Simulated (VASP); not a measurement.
Wanted: the native input for a VASP 6.6.1 run.

- Task: single point
- Functional: PBE
- Potentials or basis: VASP PAW PBE potentials, release 64 (W_sv)
- Cutoff: 520 eV
- k mesh: 18 × 18 × 18
- Occupations: methfessel-paxton, width 0.2 eV
- Spin: no spin polarisation
- Further INCAR settings: ALGO = Normal; EDIFF = 1e-07

The structure of W lies in POSCAR:

```
W                                       
1.0
   -1.6084197441      1.6084197441      1.6084197441
    1.6084197441     -1.6084197441      1.6084197441
    1.6084197441      1.6084197441     -1.6084197441
  W             
     1
Direct
     0.0000000000000000    0.0000000000000000    0.0000000000000000
```

The cell isn't the ideal one: a relaxed cell with its volume scaled by 1.03.

The input as run:

INCAR

```
SYSTEM = W
ALGO = Normal ; EDIFF = 1E-7
ENCUT = 520 ; GGA = PE
ISIF = 2 ; ISMEAR = 1
LASPH = .TRUE. ; LCHARG = .FALSE.
LREAL = .FALSE. ; LWAVE = .FALSE.
NELM = 100 ; PREC = Accurate
SIGMA = 0.2
```

KPOINTS

```
k-points
0
G
  18 18 18
  0 0 0
```

Potentials or basis: VASP PAW PBE potentials, release 64 (W_sv).

Launch:

```sh
$ cat potpaw_PBE.64/W_sv/POTCAR > POTCAR
$ mpirun -np 1 vasp_std > vasp.out
```

Results of the run:

The pressure is -8.5 GPa. The band gap on the k mesh is none (metal or under the smearing width).

Wall time 19 s on 1 thread of AMD EPYC 9R45 96-Core Processor (Zen 5), on a shared host, peak memory 0.14 GiB.
